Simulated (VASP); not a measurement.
Computed with LDA (Ceperley-Alder, Perdew-Zunger) with spin-orbit coupling, VASP's LDA PAW potentials (set 64) (plane waves; VASP).

VASP ran on this input.

KPOINTS_OPT:
```
k-points along high-symmetry lines
8
Line-mode
Reciprocal
  0.000000   0.000000   0.000000 ! GAMMA
 -0.500000  -0.500000   0.000000 ! X

 -0.500000  -0.500000   0.000000 ! X
 -0.375000  -0.375000   0.250000 ! U

 -0.375000  -0.000000   0.375000 ! K
  0.000000   0.000000   0.000000 ! GAMMA

  0.000000   0.000000   0.000000 ! GAMMA
 -0.000000   0.000000   0.500000 ! L

 -0.000000   0.000000   0.500000 ! L
 -0.500000  -0.250000   0.250000 ! W

 -0.500000  -0.250000   0.250000 ! W
 -0.500000  -0.500000   0.000000 ! X
```

### INCAR
```
# general
SYSTEM    =GaP
PREC      =Accurate
ENCUT     =400
LREAL     =.FALSE.   # projection in real space or not
LASPH     =.TRUE.   # aspherical one-centre terms

# electronic loop
EDIFF     =1E-6   # SCF stop (eV)
NELM      =100   # most electronic steps
ALGO      =Normal   # blocked Davidson
LMAXMIX   =4

# smearing
ISMEAR    =0
SIGMA     =0.05   # width (eV)

# functional
GGA_COMPAT=.FALSE.

# spin
MAGMOM    =6*0
LSORBIT   =.TRUE.

# output
LWAVE     =.FALSE.
LCHARG    =.FALSE.
```

File POSCAR:
```
GaP
1
    0.0000000000     2.6950243440     2.6950243440
    2.6950243440     0.0000000000     2.6950243440
    2.6950243440     2.6950243440     0.0000000000
Ga P
1 1
Direct
  0.0000000000   0.0000000000   0.0000000000
  0.2500000000   0.2500000000   0.2500000000
```

File KPOINTS:
```
kpoints
0
Gamma
  8 8 8
0 0 0
```

POTCAR, in this order: Ga_d P (LDA.64 set). Program: vasp_ncl.

Problem. Predict the energy per atom (σ→0), band gap (over mesh and band path).

Solution. 
```yaml
energy per atom (σ→0): -504.5 kJ/mol-atom
band gap (over mesh and band path): 1.35 eV
```

### OSZICAR
```
...
DAV:   9    -0.104565950596E+02    0.37235E-03   -0.28667E-03  3130   0.124E+00    0.139E-01
DAV:  10    -0.104566364289E+02   -0.41369E-04   -0.39776E-04  3418   0.260E-01    0.294E-02
DAV:  11    -0.104566349037E+02    0.15252E-05   -0.17189E-04  3328   0.261E-01    0.116E-02
DAV:  12    -0.104566312428E+02    0.36609E-05   -0.16101E-05  2852   0.593E-02    0.818E-03
DAV:  13    -0.104566313340E+02   -0.91168E-07   -0.12897E-06  2032   0.107E-02
   1 F= -.10456631E+02 E0= -.10456631E+02  d E =-.798684E-13  mag=     0.0000     0.0000    -0.0000
       N       E                     dE             ncg
       N       E                     dE             ncg
```

The compound is GaP in the zinc blende structure. It was relaxed first.
